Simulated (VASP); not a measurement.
Here is the system:

```xyz
4
Lattice="3.2896 0.0000 0.0000 -1.6448 2.8489 0.0000 0.0000 0.0000 4.1331" Properties=species:S:1:pos:R:3 pbc="T T T"
Al     0.0000     1.8993     3.0998
Al     1.6448     0.9496     1.0333
N      0.0000     1.8993     1.0333
N      1.6448     0.9496     3.0998
```

The numbers are results of r2SCAN meta-GGA, VASP's PBE PAW potentials (set 64) (plane waves; VASP 6.6.1), not measurements. Run with 520 eV cut-off, 9×9×6 Γ-centred mesh, tetrahedra with Blöchl corrections, potentials Al N.

The cores are frozen, which limits the accuracy of field gradients.

**Question.** Give the principal components of the electric field gradient (V/Å²) and the asymmetry η at each nucleus.

**Answer.** 
```tsv
atom	Vxx	Vyy	Vzz	η
Al1	-9.4	-9.4	18.9	0.00
Al2	-9.4	-9.4	18.9	0.00
N3	3.7	3.7	-7.4	0.00
N4	3.7	3.7	-7.4	0.00
```

The structure comes from a computed database's AlN entry (P6_3/mmc); how it stands against other phases isn't given here. It was relaxed first.
